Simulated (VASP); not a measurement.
**Au (Gold): the relaxed cell at several levels**

Aim: relax Au (Gold) at several levels and hold each cell against experiment. The levels: LDA, PBEsol, PBE, r2SCAN, PBE + D3(BJ), r2SCAN + rVV10, AM05 and SCAN. LASPH is on for some levels and off for others; the table marks which. The start is a cell from a database of measured crystal structures.

Method: LDA; plane waves and PAW (Au), in the first sound run; inputs show where later runs differ, in VASP 6.6.1.

**What experiment says.**

For Au, fcc (bulk gold, literature value, 298 K), “Mechanisms for carbon adsorption on Au(110)-(2*1): A work function analysis” (2018, arxiv:1805.06931) quotes earlier work: lattice constant a (cubic lattice constant) 4.078 Å [Literature room-temperature value quoted in the computational methods part; includes …].

The database entry behind the starting cell differs from later determinations by our own check (0.1 to 0.3 % short, probably kX units), so it need not match the best structure at ambient conditions.

## Step 1: The starting structure

Before any relaxation, the start is as follows. It takes space group Fm-3m (No. 225, cubic). Conventional cell: a = 4.070 Å, b = 4.070 Å, c = 4.070 Å, α = 90.00°, β = 90.00°, γ = 90.00°. Nearest to Au lie 12 Au at 2.88 Å.

Structure file:

```xyz
1
Lattice="0.0000 2.0350 2.0350 2.0350 0.0000 2.0350 2.0350 2.0350 0.0000" Properties=species:S:1:pos:R:3 pbc="T T T"
Au    0.0000    0.0000    0.0000
```

## Step 2: Relaxation with LDA

Properties are meant for the cell that this level of theory prefers, so cell and atoms are relaxed first (ISIF = 3) until forces and stress are small; EDIFFG sets the threshold. LDA, the lowest rung, knows the local density alone.

Contents of INCAR:

```
SYSTEM = Au
PREC = Accurate
ENCUT = 520
EDIFF = 1E-06
NELM = 100
ISMEAR = -1
SIGMA = 0.05
LREAL = .FALSE.
ALGO = Normal
GGA = CA
NBANDS = 11
LORBIT = 11
LWAVE = .FALSE.
LCHARG = .FALSE.
KPAR = 2
IBRION = 2
NSW = 60
ISIF = 3
EDIFFG = -0.01
```

Contents of POSCAR:

```
Au
1.0
    0.0000000000      2.0350000000      2.0350000000
    2.0350000000      0.0000000000      2.0350000000
    2.0350000000      2.0350000000      0.0000000000
Au
1
Direct
    0.0000000000      0.0000000000      0.0000000000
```

Contents of KPOINTS:

```
Automatic mesh
0
Gamma
8 8 8
0 0 0
```

The projector-augmented-wave data sets are Au (PBE family, release 64).

Started as:

```
> mpirun -np 2 vasp_std
```

Log:

```text
[banner, memory and clock lines left out]
running    2 mpi-ranks, on    1 nodes
 distrk:  each k-point on    1 cores,    2 groups
 distr:  one band on    1 cores,    1 groups

 POSCAR found type information on POSCAR Au
 POSCAR found :  1 types and       1 ions
|                                                                             |
|               ----> ADVICE to this user running VASP <----                  |
|                                                                             |
|     You enforced a specific xc type in the INCAR file but a different       |
|     [... a line on the potential file left out ...]
|     I HOPE YOU KNOW WHAT YOU ARE DOING!                                     |
|                                                                             |

 LDA part: xc-table for (Slater(with rela. corr.)+CA(PZ))
 , standard interpolation
 POSCAR, INCAR and KPOINTS ok, starting setup
 FFT: planning ... GRIDC
 FFT: planning ... GRID_SOFT
 FFT: planning ... GRID
 WAVECAR not read
 entering main loop
       N       E                     dE             d eps       ncg     rms          rms(c)
DAV:   1     0.498672159196E+02    0.49867E+02   -0.56528E+03   654   0.888E+02
DAV:   2    -0.411197794813E+01   -0.53979E+02   -0.50858E+02   719   0.196E+02
DAV:   3    -0.487236219009E+01   -0.76038E+00   -0.75899E+00   734   0.230E+01
DAV:   4    -0.487482227152E+01   -0.24601E-02   -0.24600E-02   704   0.151E+00
DAV:   5    -0.487483997494E+01   -0.17703E-04   -0.17703E-04   731   0.123E-01    0.102E+01
DAV:   6    -0.446977938098E+01    0.40506E+00   -0.12054E+00   665   0.921E+00    0.594E+00
DAV:   7    -0.444343982456E+01    0.26340E-01   -0.85343E-02   716   0.239E+00    0.288E+00
DAV:   8    -0.443971152922E+01    0.37283E-02   -0.17772E-03   680   0.458E-01    0.330E-01
DAV:   9    -0.443969416184E+01    0.17367E-04   -0.14648E-05   728   0.312E-02    0.125E-02
DAV:  10    -0.443969467989E+01   -0.51805E-06   -0.98729E-07   553   0.779E-03
   1 F= -.44396947E+01 E0= -.44372047E+01  d E =-.443969E+01
 curvature:   0.00 expect dE= 0.000E+00 dE for cont linesearch  0.000E+00
 trial: gam= 0.00000 g(F)=  0.242E-63 g(S)=  0.201E-02 ort = 0.000E+00 (trialstep = 0.100E+01)
 search vector abs. value=  0.201E-02
 bond charge predicted
       N       E                     dE             d eps       ncg     rms          rms(c)
DAV:   1    -0.447454919445E+01   -0.34855E-01   -0.66415E-01   653   0.799E+00    0.114E+00
DAV:   2    -0.444029761565E+01    0.34252E-01   -0.10376E-01   656   0.270E+00    0.446E-01
DAV:   3    -0.443880035220E+01    0.14973E-02   -0.63060E-03   701   0.646E-01    0.302E-01
DAV:   4    -0.443879715905E+01    0.31932E-05   -0.27943E-04   665   0.119E-01    0.257E-02
DAV:   5    -0.443879500776E+01    0.21513E-05   -0.42406E-06   695   0.197E-02    0.176E-03
DAV:   6    -0.443879561443E+01   -0.60667E-06   -0.13173E-07   417   0.228E-03
   2 F= -.44387956E+01 E0= -.44362750E+01  d E =0.899065E-03
 trial-energy change:    0.000899  1 .order    0.000931   -0.002010    0.003872
 step:   0.3491(harm=  0.3417)  dis= 0.00000  next Energy=    -4.440047 (dE=-0.352E-03)
 bond charge predicted
       N       E                     dE             d eps       ncg     rms          rms(c)
DAV:   1    -0.445513877050E+01   -0.16344E-01   -0.28182E-01   653   0.522E+00    0.729E-01
DAV:   2    -0.444070010865E+01    0.14439E-01   -0.43672E-02   656   0.176E+00    0.321E-01
DAV:   3    -0.444005593432E+01    0.64417E-03   -0.27025E-03   692   0.425E-01    0.218E-01
DAV:   4    -0.444005049194E+01    0.54424E-05   -0.99009E-05   662   0.732E-02    0.566E-03
DAV:   5    -0.444005117704E+01   -0.68509E-06   -0.23478E-06   727   0.123E-02
   3 F= -.44400512E+01 E0= -.44375514E+01  d E =-.356497E-03
 curvature:  -0.17 expect dE=-0.104E-06 dE for cont linesearch -0.104E-06
 trial: gam= 0.00000 g(F)=  0.458E-66 g(S)=  0.608E-06 ort =-0.349E-04 (trialstep = 0.870E+00)
 search vector abs. value=  0.608E-06
 reached required accuracy - stopping structural energy minimisation
```

Elapsed: 5.4 s, on 2 MPI ranks of Intel Xeon Platinum 8488C (Sapphire Rapids), shared host; peak memory 0.23 GiB; 6.5 s of CPU time.

Lines that name or quote the potential files are left out of all logs, and their timing lines are given in words.

Parts of OUTCAR (step 2):

```text
ion  position               nearest neighbor table
   1  0.000  0.000  0.000-

  LATTYP: Found a face centered cubic cell.
 ALAT       =     4.0700000000

 Subroutine GETGRP returns: Found 48 space group operations
 (whereof 48 operations were pure point group operations)

The static configuration has the point symmetry O_h .

 Found     29 irreducible k-points:

   k-points           NKPTS =     29   k-points in BZ     NKDIM =     29   number of bands    NBANDS=     11

   dimension x,y,z NGX =    24 NGY =   24 NGZ =   24
   dimension x,y,z NGXF=    48 NGYF=   48 NGZF=   48

   ENCUT  =  520.0 eV  38.22 Ry    6.18 a.u.   5.35  5.35  5.35*2*pi/ulx,y,z

   NELECT =      11.0000    total number of electrons

 k-points in reciprocal lattice and weights: Automatic mesh
   0.00000000  0.00000000  0.00000000       0.002
   0.12500000  0.00000000  0.00000000       0.016
   0.25000000  0.00000000  0.00000000       0.016
   0.37500000  0.00000000  0.00000000       0.016
   0.50000000  0.00000000  0.00000000       0.008
   0.12500000  0.12500000  0.00000000       0.012
   0.25000000  0.12500000  0.00000000       0.047
   0.37500000  0.12500000  0.00000000       0.047
   0.50000000  0.12500000  0.00000000       0.047
[...]
-0.37500000  0.50000000  0.12500000       0.023
  -0.25000000  0.50000000  0.25000000       0.012

 average (electrostatic) potential at core
       1 -63.9392

 E-fermi :   9.4199

 k-point     1 :       0.0000    0.0000    0.0000
  band No.  band energies     occupation
    ...
      2       4.6632      2.00000
      3       4.6632      2.00000
      4       4.6632      2.00000
      5       6.2587      2.00000
      6       6.2587      2.00000
      7      23.9594      0.00000
      8      28.0120      0.00000
      9      28.0120      0.00000
     10      28.0120      0.00000
     11      33.0355      0.00000

 k-point     2 :       0.1250    0.0000    0.0000
  band No.  band energies     occupation
    ...
      2       4.5028      2.00000
      3       4.8342      2.00000
      4       4.8342      2.00000
      5       6.1961      2.00000
      6       6.1961      2.00000
      7      24.4630      0.00000
      8      25.4567      0.00000
      9      28.6572      0.00000
     10      28.6572      0.00000
     11      33.0640      0.00000

 k-point     3 :       0.2500    0.0000    0.0000
  band No.  band energies     occupation
    ...
      2       4.5083      2.00000
      3       4.9563      2.00000
      4       4.9563      2.00000
      5       6.4245      2.00000
      6       6.4245      2.00000
      7      20.7133      0.00000
      8      25.0772      0.00000
      9      29.5541      0.00000
     10      29.5541      0.00000
     11      31.3148      0.00000

  Total        0.0020491      0.0020491      0.0020491      0.0000000      0.0000000     -0.0000000
  in kB        0.1959507      0.1959507      0.1959507      0.0000000      0.0000000     -0.0000000
  external PRESSURE =       0.1959507 kB  Pullay stress =       0.0000000 kB

  energy-cutoff  :      520.00
  volume of cell :       16.75
      direct lattice vectors                 reciprocal lattice vectors
     0.000000000  2.030960612  2.030960612    -0.246188920  0.246188920  0.246188920
     2.030960612 -0.000000000  2.030960612     0.246188920 -0.246188920  0.246188920
     2.030960612  2.030960612  0.000000000     0.246188920  0.246188920 -0.246188920

 POSITION                                       TOTAL-FORCE (eV/Angst)
 -----------------------------------------------------------------------------------
      0.00000      0.00000      0.00000         0.000000      0.000000     -0.000000
 -----------------------------------------------------------------------------------
    total drift:                               -0.000000      0.000000     -0.000000

  FREE ENERGIE OF THE ION-ELECTRON SYSTEM (eV)
  ---------------------------------------------------
  free  energy   TOTEN  =        -4.4400511770 eV

  energy  without entropy=       -4.4350515931  energy(sigma->0) =       -4.43755139

 reached required accuracy - stopping structural energy minimisation

 total charge
# of ion       s       p       d       tot
------------------------------------------
    1        0.548   0.366   8.757   9.670

[... 3 further parts left out ...]
```

CONTCAR:

```
Au
   1.00000000000000
     0.0000000000000000    2.0309606123557664    2.0309606123557664
     2.0309606123557664   -0.0000000000000000    2.0309606123557664
     2.0309606123557664    2.0309606123557664    0.0000000000000000
  Au
     1
Direct
     0.0000000000000000    0.0000000000000000    0.0000000000000000
```

This run has no spin polarisation. Its electron count is odd, so without a moment it is a metal by construction. The k-mesh is coarse for a metal. The PAW data sets were made with PBE, though LDA sets exist; this is a small mismatch. The run keeps the 48 symmetry operations of its start, so it cannot find a distortion of lower symmetry.

Step by step:

| step | energy less that of the first step (eV) | largest force (eV/Å) | pressure (GPa) | volume (Å³) |
| --- | --- | --- | --- | --- |
| 1 | 0.0000 | 0.0000 | -1.12 | 16.85 |
| 2 | 0.0009 | 0.0000 | 2.20 | 16.57 |
| 3 | -0.0004 | 0.0000 | 0.02 | 16.75 |

| conventional cell, symmetrised | before | after | change |
| --- | --- | --- | --- |
| a (Å) | 4.070 | 4.062 | -0.2 % |
| b (Å) | 4.070 | 4.062 | -0.2 % |
| c (Å) | 4.070 | 4.062 | -0.2 % |
| volume (Å³/atom) | 16.85 | 16.75 | -0.6 % |

Final coordinates:

```xyz
1
Lattice="0.0000 2.0310 2.0310 2.0310 0.0000 2.0310 2.0310 2.0310 0.0000" Properties=species:S:1:pos:R:3 pbc="T T T"
Au    0.0000    0.0000    0.0000
```

Numbers from this step:

- electrons: 11
- bands: 11
- irreducible k-points: 29
- symmetry operations: 48
- free energy (TOTEN): -4.440 eV
- energy at zero smearing: -4.438 eV
- Fermi energy: 9.420 eV
- pressure: 0.01960 GPa
- metallic: yes
- SCF cycles over all ionic steps: 21

It ends with forces that vanish by symmetry and a pressure of 0.02 GPa. The volume lies -0.6 % from that of the database's start, which holds the thermal and zero-point expansion of its experiment. The conventional cell has a = 4.062 Å.

## Step 3: Relaxation with PBEsol

This step: PBEsol; plane waves and PAW (Au) (VASP 6.6.1).

PBEsol restores the gradient expansion of exchange and is tuned for the cells of solids.

INCAR, as its differences from that of step 2:

```diff
@@ -9,3 +9,3 @@
 ALGO = Normal
-GGA = CA
+GGA = PS
 NBANDS = 11
```

POSCAR is that of step 2.

KPOINTS is that of step 2.

Started as:

```
> mpirun -np 2 vasp_std
```

Log:

```text
[banner, memory and clock lines left out]
running    2 mpi-ranks, on    1 nodes
 distrk:  each k-point on    1 cores,    2 groups
 distr:  one band on    1 cores,    1 groups

 POSCAR found type information on POSCAR Au
 POSCAR found :  1 types and       1 ions
 [... a notice as in an earlier step ...]

 LDA part: xc-table for (Slater+PW92), standard interpolation
 POSCAR, INCAR and KPOINTS ok, starting setup
 FFT: planning ... GRIDC
 FFT: planning ... GRID_SOFT
 FFT: planning ... GRID
 WAVECAR not read
 entering main loop
       N       E                     dE             d eps       ncg     rms          rms(c)
DAV:   1     0.503685717478E+02    0.50369E+02   -0.56622E+03   654   0.888E+02
DAV:   2    -0.345508917502E+01   -0.53824E+02   -0.50769E+02   722   0.196E+02
DAV:   3    -0.421529057840E+01   -0.76020E+00   -0.75887E+00   734   0.229E+01
DAV:   4    -0.421775791623E+01   -0.24673E-02   -0.24673E-02   698   0.151E+00
DAV:   5    -0.421777545098E+01   -0.17535E-04   -0.17535E-04   731   0.122E-01    0.101E+01
DAV:   6    -0.391120889056E+01    0.30657E+00   -0.87396E-01   665   0.791E+00    0.620E+00
DAV:   7    -0.388785179463E+01    0.23357E-01   -0.79910E-02   719   0.235E+00    0.290E+00
DAV:   8    -0.388483844207E+01    0.30134E-02   -0.18193E-03   677   0.428E-01    0.279E-01
DAV:   9    -0.388482869445E+01    0.97476E-05   -0.82750E-06   734   0.270E-02    0.101E-02
DAV:  10    -0.388483149652E+01   -0.28021E-05   -0.11290E-06   675   0.920E-03    0.568E-04
DAV:  11    -0.388483151559E+01   -0.19070E-07   -0.34088E-08   352   0.160E-03
   1 F= -.38848315E+01 E0= -.38823590E+01  d E =-.388483E+01
 curvature:   0.00 expect dE= 0.000E+00 dE for cont linesearch  0.000E+00
 trial: gam= 0.00000 g(F)=  0.880E-64 g(S)=  0.942E-02 ort = 0.000E+00 (trialstep = 0.100E+01)
 search vector abs. value=  0.942E-02
 bond charge predicted
       N       E                     dE             d eps       ncg     rms          rms(c)
DAV:   1    -0.404713984076E+01   -0.16231E+00   -0.30897E+00   656   0.172E+01    0.246E+00
DAV:   2    -0.388877514162E+01    0.15836E+00   -0.47702E-01   659   0.578E+00    0.114E+00
DAV:   3    -0.388168141665E+01    0.70937E-02   -0.29714E-02   692   0.140E+00    0.826E-01
DAV:   4    -0.388161134370E+01    0.70073E-04   -0.96733E-04   656   0.237E-01    0.742E-02
DAV:   5    -0.388162444339E+01   -0.13100E-04   -0.49306E-05   744   0.454E-02    0.399E-03
DAV:   6    -0.388162667708E+01   -0.22337E-05   -0.12747E-06   672   0.936E-03    0.597E-04
DAV:   7    -0.388162667295E+01    0.41347E-08   -0.15545E-08   328   0.111E-03
   2 F= -.38816267E+01 E0= -.38792035E+01  d E =0.320484E-02
 trial-energy change:    0.003205  1 .order    0.002937   -0.009421    0.015294
 step:   0.3661(harm=  0.3812)  dis= 0.00000  next Energy=    -3.886543 (dE=-0.171E-02)
 bond charge predicted
       N       E                     dE             d eps       ncg     rms          rms(c)
DAV:   1    -0.395367735070E+01   -0.72051E-01   -0.12376E+00   656   0.108E+01    0.154E+00
DAV:   2    -0.388917921379E+01    0.64498E-01   -0.19733E-01   650   0.368E+00    0.582E-01
DAV:   3    -0.388649491957E+01    0.26843E-02   -0.11556E-02   701   0.862E-01    0.423E-01
DAV:   4    -0.388653161718E+01   -0.36698E-04   -0.54840E-04   656   0.169E-01    0.488E-02
DAV:   5    -0.388652457524E+01    0.70419E-05   -0.86439E-06   677   0.275E-02    0.424E-03
DAV:   6    -0.388652614809E+01   -0.15728E-05   -0.30183E-07   461   0.382E-03    0.491E-04
DAV:   7    -0.388652621639E+01   -0.68306E-07   -0.22674E-08   319   0.128E-03
   3 F= -.38865262E+01 E0= -.38840743E+01  d E =-.169470E-02
 curvature:  -0.19 expect dE=-0.385E-07 dE for cont linesearch -0.385E-07
 trial: gam= 0.00000 g(F)=  0.292E-64 g(S)=  0.202E-06 ort =-0.436E-04 (trialstep = 0.873E+00)
 search vector abs. value=  0.202E-06
 reached required accuracy - stopping structural energy minimisation
```

Run time: 6.6 s. Hardware: 2 MPI ranks; peak memory 0.26 GiB; 8.2 s of CPU time.

Parts of OUTCAR (step 3):

```text
The static configuration has the point symmetry O_h .

 Found     29 irreducible k-points:

   NELECT =      11.0000    total number of electrons

 E-fermi :   9.1869

 k-point     1 :       0.0000    0.0000    0.0000
  band No.  band energies     occupation
    ...
      2       4.5784      2.00000
      3       4.5784      2.00000
      4       4.5784      2.00000
      5       6.1053      2.00000
      6       6.1053      2.00000
      7      23.7397      0.00000
      8      27.7214      0.00000
      9      27.7214      0.00000
     10      27.7214      0.00000
     11      32.5785      0.00000

 k-point     2 :       0.1250    0.0000    0.0000
  band No.  band energies     occupation
    ...
      2       4.4246      2.00000
      3       4.7429      2.00000
      4       4.7429      2.00000
      5       6.0462      2.00000
      6       6.0462      2.00000
      7      24.1859      0.00000
      8      25.1618      0.00000
      9      28.3312      0.00000
     10      28.3312      0.00000
     11      32.5937      0.00000

  Total       -0.0011819     -0.0011819     -0.0011819      0.0000000      0.0000000     -0.0000000
  in kB       -0.1108466     -0.1108466     -0.1108466      0.0000000      0.0000000     -0.0000000
  external PRESSURE =      -0.1108466 kB  Pullay stress =       0.0000000 kB

  energy-cutoff  :      520.00
  volume of cell :       17.08
      direct lattice vectors                 reciprocal lattice vectors
     0.000000000  2.044168983  2.044168983    -0.244598174  0.244598174  0.244598174
     2.044168983  0.000000000  2.044168983     0.244598174 -0.244598174  0.244598174
     2.044168983  2.044168983  0.000000000     0.244598174  0.244598174 -0.244598174

 POSITION                                       TOTAL-FORCE (eV/Angst)
 -----------------------------------------------------------------------------------
      0.00000      0.00000      0.00000         0.000000      0.000000     -0.000000
 -----------------------------------------------------------------------------------
    total drift:                               -0.000000      0.000000      0.000000

  FREE ENERGIE OF THE ION-ELECTRON SYSTEM (eV)
  ---------------------------------------------------
  free  energy   TOTEN  =        -3.8865262164 eV

  energy  without entropy=       -3.8816223684  energy(sigma->0) =       -3.88407429

 total charge
# of ion       s       p       d       tot
------------------------------------------
    1        0.539   0.352   8.752   9.643

[... 8 parts as in an earlier step ...]

[... 5 further parts left out ...]
```

The PAW data sets were made with PBE, which is usual practice but a small mismatch for other functionals.

Step by step:

| step | energy less that of the first step (eV) | largest force (eV/Å) | pressure (GPa) | volume (Å³) |
| --- | --- | --- | --- | --- |
| 1 | 0.0000 | 0.0000 | 2.43 | 16.85 |
| 2 | 0.0032 | 0.0000 | -3.80 | 17.48 |
| 3 | -0.0017 | 0.0000 | -0.01 | 17.08 |

| conventional cell, symmetrised | before | after | change |
| --- | --- | --- | --- |
| a (Å) | 4.070 | 4.088 | +0.5 % |
| b (Å) | 4.070 | 4.088 | +0.5 % |
| c (Å) | 4.070 | 4.088 | +0.5 % |
| volume (Å³/atom) | 16.85 | 17.08 | +1.4 % |

The relaxed structure:

```cif
data_structure
_symmetry_space_group_name_H-M 'P 1'
_symmetry_Int_Tables_number 1
_cell_length_a 2.8909
_cell_length_b 2.8909
_cell_length_c 2.8909
_cell_angle_alpha 60.000
_cell_angle_beta 60.000
_cell_angle_gamma 60.000
_cell_volume 17.08
loop_
_atom_site_label
_atom_site_type_symbol
_atom_site_fract_x
_atom_site_fract_y
_atom_site_fract_z
_atom_site_occupancy
Au1 Au 0.00000 0.00000 0.00000 1
```

This step gave:

- free energy (TOTEN): -3.887 eV
- energy at zero smearing: -3.884 eV
- Fermi energy: 9.187 eV
- pressure: -0.01108 GPa
- SCF cycles over all ionic steps: 25

It ends at 17.08 Å³/atom, +1.4 % from the start, with -0.01 GPa left. The conventional cell has a = 4.088 Å.

(Continued in part 2 of 3.)

[Lines on the potential files, build, host, timing and source positions are cut from VASP's logs without a mark.]

[Logs are printed without paths, hosts, clocks, repeated set-up lines and the standing remarks that a program may print on its own settings, such as how far it seeks lower states.]

[Hosts, paths, dates, database ids (printed as entryN), source tags and the programs' standing remarks are cut or masked in the printed files.]

[A measured line is paired with the nearest computed mode of its activity, which favours agreement.]
